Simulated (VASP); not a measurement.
Output of a VASP run:

OSZICAR:
```
       N       E                     dE             d eps       ncg     rms          rms(c)
DAV:   1     0.287113850750E+03    0.28711E+03   -0.18989E+04  1320   0.233E+03
DAV:   2     0.119912343577E+02   -0.27512E+03   -0.26477E+03  1412   0.441E+02
DAV:   3    -0.192335572624E+02   -0.31225E+02   -0.30992E+02  1560   0.155E+02
DAV:   4    -0.198349265773E+02   -0.60137E+00   -0.60095E+00  1452   0.230E+01
DAV:   5    -0.198395997286E+02   -0.46732E-02   -0.46728E-02  1524   0.196E+00    0.140E+01
DAV:   6    -0.164215165215E+02    0.34181E+01   -0.12322E+01  2296   0.743E+01    0.831E+00
DAV:   7    -0.165931399387E+02   -0.17162E+00   -0.26726E+00  1458   0.198E+01    0.500E+00
DAV:   8    -0.166268146065E+02   -0.33675E-01   -0.80543E-01  1966   0.896E+00    0.178E+00
DAV:   9    -0.165656824030E+02    0.61132E-01   -0.18637E-01  2046   0.782E+00    0.321E-01
DAV:  10    -0.165697895751E+02   -0.41072E-02   -0.56900E-02  1338   0.173E+00    0.167E-01
DAV:  11    -0.165699044477E+02   -0.11487E-03   -0.13024E-03  1602   0.353E-01    0.453E-02
DAV:  12    -0.165699910025E+02   -0.86555E-04   -0.10405E-04  1428   0.854E-02    0.398E-02
DAV:  13    -0.165699961938E+02   -0.51912E-05   -0.43984E-05  1548   0.718E-02    0.152E-02
DAV:  14    -0.165699936775E+02    0.25163E-05   -0.23167E-05  1458   0.394E-02    0.227E-03
DAV:  15    -0.165699936399E+02    0.37577E-07   -0.12445E-06  1690   0.115E-02    0.400E-03
DAV:  16    -0.165699934142E+02    0.22571E-06   -0.23637E-07  1024   0.702E-03    0.235E-03
DAV:  17    -0.165699933971E+02    0.17139E-07   -0.44410E-07  1254   0.658E-03
   1 F= -.16569993E+02 E0= -.16569993E+02  d E =-.165700E+02
       N       E                     dE             d eps       ncg     rms          rms(c)
DAV:   1    -0.165700001702E+02   -0.67560E-05   -0.11871E-02  1320   0.873E-01    0.274E-02
DAV:   2    -0.165700274418E+02   -0.27272E-04   -0.32395E-04  1458   0.172E-01    0.155E-02
DAV:   3    -0.165700250774E+02    0.23644E-05   -0.26520E-06  1562   0.220E-02    0.843E-03
DAV:   4    -0.165700243859E+02    0.69148E-06   -0.22223E-06  1624   0.227E-02    0.101E-03
DAV:   5    -0.165700244655E+02   -0.79666E-07   -0.91829E-07  1332   0.967E-03
   2 F= -.16570024E+02 E0= -.16570024E+02  d E =-.310685E-04
```

### OUTCAR
```
------------------------ aborting loop because EDIFF is reached ----------------------------------------
  FORCE on cell =-STRESS in cart. coord.  units (eV):
  Direction    XX          YY          ZZ          XY          YZ          ZX
  --------------------------------------------------------------------------------------
  Total       -0.0261568     -0.0261568     -0.0014596      0.0000000      0.0000000      0.0000000
  in kB       -0.8227374     -0.8227377     -0.0459093      0.0000000      0.0000000      0.0000000
  external PRESSURE =      -0.5637948 kB  Pullay stress =       0.0000000 kB
  volume of cell :       50.94
      direct lattice vectors                 reciprocal lattice vectors
     1.658725525 -2.872997350  0.000000000     0.301436249 -0.174034271  0.000000000
     1.658725525  2.872997350  0.000000000     0.301436249  0.174034271  0.000000000
     0.000000000  0.000000000  5.344335319     0.000000000  0.000000000  0.187114008
  FREE ENERGIE OF THE ION-ELECTRON SYSTEM (eV)
  ---------------------------------------------------
  free  energy   TOTEN  =       -16.5700244655 eV

  energy  without entropy=      -16.5700244655  energy(sigma->0) =      -16.57002447

 reached required accuracy - stopping structural energy minimisation
```
(Selected blocks of OUTCAR.)

### POSCAR
```
ZnO
1
    1.6586198956    -2.8728143945     0.0000000000
    1.6586198956     2.8728143945     0.0000000000
    0.0000000000     0.0000000000     5.3450160492
Zn O
2 2
Direct
  0.6666670000   0.3333330000   0.5009348263
  0.3333330000   0.6666670000   0.0009348263
  0.6666670000   0.3333330000   0.8810651737
  0.3333330000   0.6666670000   0.3810651737
```

Write an INCAR and KPOINTS that could have produced this output.

One answer among several that fit: the input of the run itself, revPBE GGA, plane waves, VASP's PBE PAW potentials (set 64).

**INCAR**
```
# general
SYSTEM  = ZnO
PREC    = Accurate
ENCUT   = 520
LREAL   = .False.
LASPH   = .True.

# electronic loop
EDIFF   = 1E-7
NELM    = 100
ALGO    = Normal
LMAXMIX = 4

# smearing
ISMEAR  = 0
SIGMA   = 0.05

# functional
GGA     = RE

# ions
IBRION  = 2
NSW     = 30
ISIF    = 4
EDIFFG  = -0.01

# output
LWAVE   = .False.
LCHARG  = .False.
```

KPOINTS:
```
Automatic mesh
0
gamma
8 8 4
0 0 0
```

POTCAR, in this order: Zn O (PBE.64 set). Program: vasp_std.

The compound is ZnO in the wurtzite structure. This run relaxes it. Symmetry was kept, so distortions that lower it aren't found.
